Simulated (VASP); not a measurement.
Method: PBEsol GGA, VASP's PBE PAW potentials (set 64) (plane waves; VASP).

A VASP calculation is set up with these files.

KPOINTS:
```
Automatic mesh
0
Gamma
18 18 18
0 0 0
```

**INCAR**
```
# general
SYSTEM  = Ir
PREC    = Normal
ENCUT   = 400   # plane-wave cut-off (eV)
LREAL   = .FALSE.
LASPH   = .TRUE.   # aspherical one-centre terms

# electronic loop
EDIFF   = 1E-5
NELM    = 100
NELMIN  = 4
ALGO    = Fast   # Davidson, then RMM-DIIS
LMAXMIX = 6   # l cut-off of mixed one-centre charges

# smearing
ISMEAR  = 1
SIGMA   = 0.1   # width (eV)

# functional
GGA     = PS   # PBEsol

# ions
IBRION  = 2
NSW     = 20
ISIF    = 2   # forces and stress, cell fixed
EDIFFG  = -0.03   # ionic stop

# output
LWAVE   = .FALSE.
LCHARG  = .FALSE.
```

File POSCAR:
```
Ir
1
   -0.0000000000     1.9164501038     1.9164501038
    1.9164501038    -0.0000000000     1.9164501038
    1.9164501038     1.9164501038    -0.0000000000
Ir
1
Direct
  0.0000000000   0.0000000000   0.0000000000
```

POTCAR, in this order: Ir (PBE.64 set). Program: vasp_std.

Output of the run:

File OUTCAR:
```
 ion  position               nearest neighbor table
   1  0.000  0.000  0.000-
  LATTYP: Found a face centered cubic cell.
 ALAT       =     3.8329002076
 Subroutine PRICEL returns:
 Original cell was already a primitive cell.
 Subroutine GETGRP returns: Found 48 space group operations
The static configuration has the point symmetry O_h .
The dynamic configuration has the point symmetry O_h .
 Subroutine INISYM returns: Found 48 space group operations
 Subroutine IBZKPT returns following result:
 Found    195 irreducible k-points:

 Following reciprocal coordinates:
            Coordinates               Weight
  0.000000  0.000000  0.000000      1.000000
  0.055556  0.000000  0.000000      8.000000
  0.111111  0.000000  0.000000      8.000000
  0.166667  0.000000  0.000000      8.000000
  0.222222  0.000000  0.000000      8.000000
  0.277778  0.000000  0.000000      8.000000
  0.333333  0.000000  0.000000      8.000000
  0.388889  0.000000  0.000000      8.000000
  0.444444  0.000000  0.000000      8.000000
  0.500000  0.000000  0.000000      4.000000
  0.055556  0.055556  0.000000      6.000000
  0.111111  0.055556  0.000000     24.000000
  0.166667  0.055556  0.000000     24.000000
  0.222222  0.055556  0.000000     24.000000
  0.277778  0.055556  0.000000     24.000000
  0.333333  0.055556  0.000000     24.000000
  0.388889  0.055556  0.000000     24.000000
  0.444444  0.055556  0.000000     24.000000
  0.500000  0.055556  0.000000     24.000000
 -0.444444  0.055556  0.000000     24.000000
 -0.388889  0.055556  0.000000     24.000000
 -0.333333  0.055556  0.000000     24.000000
 -0.277778  0.055556  0.000000     24.000000
 -0.222222  0.055556  0.000000     24.000000
 -0.166667  0.055556  0.000000     24.000000
 -0.111111  0.055556  0.000000     24.000000
 -0.055556  0.055556  0.000000     12.000000
  0.111111  0.111111  0.000000      6.000000
  0.166667  0.111111  0.000000     24.000000
  0.222222  0.111111  0.000000     24.000000
  0.277778  0.111111  0.000000     24.000000
  0.333333  0.111111  0.000000     24.000000
  0.388889  0.111111  0.000000     24.000000
  0.444444  0.111111  0.000000     24.000000
  0.500000  0.111111  0.000000     24.000000
 -0.444444  0.111111  0.000000     24.000000
 -0.388889  0.111111  0.000000     24.000000
 -0.333333  0.111111  0.000000     24.000000
 -0.277778  0.111111  0.000000     24.000000
 -0.222222  0.111111  0.000000     24.000000
   k-points           NKPTS =    195   k-points in BZ     NKDIM =    195   number of bands    NBANDS=      8
   number of dos      NEDOS =    301   number of ions     NIONS =      1
   total plane-waves  NPLWV =   2744
   dimension x,y,z NGX =    14 NGY =   14 NGZ =   14
   dimension x,y,z NGXF=    28 NGYF=   28 NGZF=   28
   ions per type =               1
   PREC   = normal    normal or accurate (medium, high low for compatibility)
   ISTART =      0    job   : 0-new  1-cont  2-samecut
   ICHARG =      2    charge: 1-file 2-atom 10-const
   ISPIN  =      1    spin polarized calculation?
   LNONCOLLINEAR =      F non collinear calculations
   LSORBIT =      F    spin-orbit coupling
   INIWAV =      1    electr: 0-lowe 1-rand  2-diag
   ENCUT  =  400.0 eV  29.40 Ry    5.42 a.u.   4.42  4.42  4.42*2*pi/ulx,y,z
   NELM   =    100;   NELMIN=  4; NELMDL= -5     # of ELM steps
   EDIFF  = 0.1E-04   stopping-criterion for ELM
   LREAL  =      F    real-space projection
   NLSPLINE    = F    spline interpolate recip. space projectors
   LMAXMIX     =    6 max onsite mixed and CHGCAR
   VOSKOWN=      0    Vosko Wilk Nusair interpolation
...
```

OSZICAR:
```
       N       E                     dE             d eps       ncg     rms          rms(c)
DAV:   1     0.322042301925E+02    0.32204E+02   -0.38782E+03  3352   0.818E+02
DAV:   2    -0.996198682276E+01   -0.42166E+02   -0.40411E+02  3160   0.188E+02
DAV:   3    -0.104495551246E+02   -0.48757E+00   -0.48716E+00  4488   0.265E+01
DAV:   4    -0.104523023614E+02   -0.27472E-02   -0.27469E-02  3968   0.142E+00
DAV:   5    -0.104523115848E+02   -0.92234E-05   -0.92241E-05  4688   0.561E-02    0.159E+01
RMM:   6    -0.991921399223E+01    0.53310E+00   -0.59667E-01  3120   0.117E+01    0.613E+00
RMM:   7    -0.982461449569E+01    0.94599E-01   -0.30780E-01  3120   0.581E+00    0.155E+00
RMM:   8    -0.982426598050E+01    0.34852E-03   -0.36331E-02  3143   0.286E+00    0.120E+00
RMM:   9    -0.982262199972E+01    0.16440E-02   -0.79222E-03  3146   0.801E-01    0.514E-01
RMM:  10    -0.982096120182E+01    0.16608E-02   -0.62877E-03  3120   0.141E+00    0.124E-01
RMM:  11    -0.982099675074E+01   -0.35549E-04   -0.40758E-04  3230   0.270E-01    0.106E-01
RMM:  12    -0.982100548932E+01   -0.87386E-05   -0.89246E-05  2745   0.792E-02
   1 F= -.98210055E+01 E0= -.98210081E+01  d E =-.982101E+01
```

**OUTCAR**
```
------------------------ aborting loop because EDIFF is reached ----------------------------------------
  FORCE on cell =-STRESS in cart. coord.  units (eV):
  Direction    XX          YY          ZZ          XY          YZ          ZX
  --------------------------------------------------------------------------------------
  Total        0.0498851      0.0498851      0.0498851     -0.0000000      0.0000000      0.0000000
  in kB        5.6775219      5.6775219      5.6775219     -0.0000000      0.0000000      0.0000000
  external PRESSURE =       5.6775219 kB  Pullay stress =       0.0000000 kB
  volume of cell :       14.08
      direct lattice vectors                 reciprocal lattice vectors
     0.000000000  1.916450104  1.916450104    -0.260899044  0.260899044  0.260899044
     1.916450104  0.000000000  1.916450104     0.260899044 -0.260899044  0.260899044
     1.916450104  1.916450104  0.000000000     0.260899044  0.260899044 -0.260899044
 POSITION                                       TOTAL-FORCE (eV/Angst)
 -----------------------------------------------------------------------------------
      0.00000      0.00000      0.00000         0.000000      0.000000      0.000000
 -----------------------------------------------------------------------------------
    total drift:                               -0.000000     -0.000000     -0.000000
  FREE ENERGIE OF THE ION-ELECTRON SYSTEM (eV)
  ---------------------------------------------------
  free  energy   TOTEN  =        -9.8210054893 eV

  energy  without entropy=       -9.8210132248  energy(sigma->0) =       -9.82100807

 reached required accuracy - stopping structural energy minimisation
```
(Selected blocks of OUTCAR.)

The compound is Ir in the fcc structure. It was relaxed first.
